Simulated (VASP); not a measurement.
All values below come from PBEsol GGA with spin-orbit coupling, VASP's PBE PAW potentials (set 64) (plane waves; VASP).

A VASP calculation is set up with these files.

File KPOINTS:
```
Automatic mesh
0
Gamma
 13 13 11
```

### INCAR
```
SYSTEM = TaN
PREC = Accurate
ENCUT = 520
EDIFF = 1E-6
NELM = 100
ALGO = Normal
LREAL = .FALSE.
LASPH = .TRUE.
ISMEAR = 0
SIGMA = 0.05
GGA = PS
LMAXMIX = 6
LWAVE = .FALSE.
LCHARG = .FALSE.
LSORBIT = .TRUE.
MAGMOM = 0 0 0 0 0 0
GGA_COMPAT = .FALSE.
```

POSCAR:
```
TaN
5.8522630
  0.4999999593   0.0000000000   0.0000000000
 -0.2499999796   0.4330127280   0.0000000000
  0.0000000000   0.0000000000   0.4909706120
N Ta
1 1
Cart
  0.0000000000   0.0000000000   0.0000000000
 -0.0000002500   0.2886752963   0.2454853060
```

KPOINTS_OPT:
```
k-points along high-symmetry lines
5
Line-mode
Reciprocal
  0.000000   0.000000   0.000000 ! GAMMA
  0.500000   0.000000   0.000000 ! M

  0.500000   0.000000   0.000000 ! M
  0.333333   0.333333   0.000000 ! K

  0.333333   0.333333   0.000000 ! K
  0.000000   0.000000   0.000000 ! GAMMA

  0.000000   0.000000   0.000000 ! GAMMA
  0.000000   0.000000   0.500000 ! A

  0.000000   0.000000   0.500000 ! A
  0.500000   0.000000   0.500000 ! L

  0.500000   0.000000   0.500000 ! L
  0.333333   0.333333   0.500000 ! H

  0.333333   0.333333   0.500000 ! H
  0.000000   0.000000   0.500000 ! A

  0.500000   0.000000   0.500000 ! L
  0.500000   0.000000   0.000000 ! M

  0.333333   0.333333   0.500000 ! H
  0.333333   0.333333   0.000000 ! K
```

POTCAR, in this order: N Ta_pv (PBE.64 set). Program: vasp_ncl.

What VASP printed:

OUTCAR:
```
 ion  position               nearest neighbor table
   1  0.000  0.000  0.000-   2 2.22   2 2.22   2 2.22   2 2.22   2 2.22   2 2.22
   2  0.333  0.667  0.500-   1 2.22   1 2.22   1 2.22   1 2.22   1 2.22   1 2.22
  LATTYP: Found a hexagonal cell.
 ALAT       =     2.9261312617
 C/A-ratio  =     0.9819413040
 Subroutine PRICEL returns:
 Original cell was already a primitive cell.
 Subroutine GETGRP returns: Found 12 space group operations
The static configuration has the point symmetry D_3h.
The dynamic configuration has the point symmetry D_3h.
The overall configuration has the point symmetry D_3h.
 Subroutine INISYM returns: Found 12 space group operations
 Subroutine IBZKPT returns following result:
 Found    210 irreducible k-points:

 Following reciprocal coordinates:
            Coordinates               Weight
  0.000000  0.000000  0.000000      1.000000
  0.076923 -0.000000  0.000000      3.000000
 -0.076923  0.000000  0.000000      3.000000
  0.153846 -0.000000  0.000000      3.000000
 -0.153846  0.000000  0.000000      3.000000
  0.230769 -0.000000  0.000000      3.000000
 -0.230769  0.000000  0.000000      3.000000
  0.307692 -0.000000  0.000000      3.000000
 -0.307692  0.000000  0.000000      3.000000
  0.384615 -0.000000  0.000000      3.000000
 -0.384615  0.000000  0.000000      3.000000
  0.461538 -0.000000  0.000000      3.000000
 -0.461538  0.000000  0.000000      3.000000
  0.076923  0.076923  0.000000      6.000000
  0.153846  0.076923  0.000000      6.000000
 -0.153846 -0.076923  0.000000      6.000000
  0.230769  0.076923  0.000000      6.000000
 -0.230769 -0.076923  0.000000      6.000000
  0.307692  0.076923  0.000000      6.000000
 -0.307692 -0.076923  0.000000      6.000000
  0.384615  0.076923  0.000000      6.000000
 -0.384615 -0.076923  0.000000      6.000000
  0.461538  0.076923  0.000000      6.000000
  0.153846  0.153846  0.000000      6.000000
  0.230769  0.153846  0.000000      6.000000
 -0.230769 -0.153846  0.000000      6.000000
  0.307692  0.153846  0.000000      6.000000
 -0.307692 -0.153846  0.000000      6.000000
  0.384615  0.153846  0.000000      6.000000
 -0.384615 -0.153846  0.000000      6.000000
  0.230769  0.230769  0.000000      6.000000
  0.307692  0.230769  0.000000      6.000000
 -0.307692 -0.230769  0.000000      6.000000
  0.384615  0.230769  0.000000      6.000000
  0.307692  0.307692  0.000000      6.000000
  0.000000  0.000000  0.090909      2.000000
  0.076923 -0.000000  0.090909      6.000000
 -0.076923  0.000000 -0.090909      6.000000
  0.153846 -0.000000  0.090909      6.000000
 -0.153846  0.000000 -0.090909      6.000000
   k-points           NKPTS =    210   k-points in BZ     NKDIM =    210   number of bands    NBANDS=     24
   number of dos      NEDOS =    301   number of ions     NIONS =      2
   total plane-waves  NPLWV =  13824
   dimension x,y,z NGX =    24 NGY =   24 NGZ =   24
   dimension x,y,z NGXF=    48 NGYF=   48 NGZF=   48
   ions per type =               1   1
   PREC   = accura    normal or accurate (medium, high low for compatibility)
   ISTART =      0    job   : 0-new  1-cont  2-samecut
   ICHARG =      2    charge: 1-file 2-atom 10-const
   ISPIN  =      1    spin polarized calculation?
   LNONCOLLINEAR =      T non collinear calculations
   LSORBIT =      T    spin-orbit coupling
   INIWAV =      1    electr: 0-lowe 1-rand  2-diag
   ENCUT  =  520.0 eV  38.22 Ry    6.18 a.u.   5.44  5.44  5.34*2*pi/ulx,y,z
   NELM   =    100;   NELMIN=  2; NELMDL= -5     # of ELM steps
   EDIFF  = 0.1E-05   stopping-criterion for ELM
   LREAL  =      F    real-space projection
...
```

File OSZICAR:
```
       N       E                     dE             d eps       ncg     rms          rms(c)
DAV:   1     0.128657365840E+03    0.12866E+03   -0.87386E+03 10080   0.142E+03
DAV:   2    -0.203483919283E+02   -0.14901E+03   -0.14145E+03 12232   0.411E+02
DAV:   3    -0.267383210696E+02   -0.63899E+01   -0.63090E+01 12584   0.809E+01
DAV:   4    -0.268198742412E+02   -0.81553E-01   -0.81326E-01 11512   0.952E+00
DAV:   5    -0.268209584991E+02   -0.10843E-02   -0.10841E-02 12280   0.925E-01    0.244E+01
DAV:   6    -0.245981428403E+02    0.22228E+01   -0.75590E+00 12568   0.284E+01    0.107E+01
DAV:   7    -0.245100423730E+02    0.88100E-01   -0.49532E-01 11616   0.693E+00    0.696E+00
DAV:   8    -0.244805348947E+02    0.29507E-01   -0.15380E-01 11512   0.377E+00    0.109E+00
DAV:   9    -0.244754185866E+02    0.51163E-02   -0.13364E-02 11904   0.991E-01    0.253E-01
DAV:  10    -0.244752529584E+02    0.16563E-03   -0.13872E-03 11720   0.367E-01    0.198E-01
DAV:  11    -0.244751974399E+02    0.55518E-04   -0.28102E-04 12224   0.202E-01    0.310E-02
DAV:  12    -0.244751901117E+02    0.73282E-05   -0.26975E-05 11928   0.610E-02    0.110E-02
DAV:  13    -0.244751901968E+02   -0.85108E-07   -0.87676E-07  7592   0.110E-02
   1 F= -.24475190E+02 E0= -.24475162E+02  d E =-.571443E-04  mag=     0.0000     0.0000     0.0000
       N       E                     dE             ncg
```

### OUTCAR
```
------------------------ aborting loop because EDIFF is reached ----------------------------------------
  FORCE on cell =-STRESS in cart. coord.  units (eV):
  Direction    XX          YY          ZZ          XY          YZ          ZX
  --------------------------------------------------------------------------------------
  Total        0.0500504      0.0500504      0.0404566      0.0000000      0.0000000      0.0000000
  in kB        3.7637485      3.7637495      3.0423018      0.0000000      0.0000000      0.0000000
  external PRESSURE =       3.5232666 kB  Pullay stress =       0.0000000 kB
  volume of cell :       21.31
      direct lattice vectors                 reciprocal lattice vectors
     2.926131262  0.000000000  0.000000000     0.341748169  0.197308369  0.000000000
    -1.463065631  2.534104367  0.000000000     0.000000000  0.394616738  0.000000000
     0.000000000  0.000000000  2.873289147     0.000000000  0.000000000  0.348033194
 POSITION                                       TOTAL-FORCE (eV/Angst)
 -----------------------------------------------------------------------------------
      0.00000      0.00000      0.00000         0.000000     -0.000000      0.000000
     -0.00000      1.68940      1.43664        -0.000000      0.000000      0.000000
 -----------------------------------------------------------------------------------
    total drift:                                0.000287     -0.000161      0.000000
  FREE ENERGIE OF THE ION-ELECTRON SYSTEM (eV)
  ---------------------------------------------------
  free  energy   TOTEN  =       -24.4751901968 eV

  energy  without entropy=      -24.4751330526  energy(sigma->0) =      -24.47516162

 Ion:    1  E_soc:     -0.0004770

 Ion:    2  E_soc:     -1.3235198
```
(Selected blocks of OUTCAR.)

The structure comes from a measured TaN entry (P-6m2) of the Crystallography Open Database, whose conditions weren't checked. It was relaxed first.
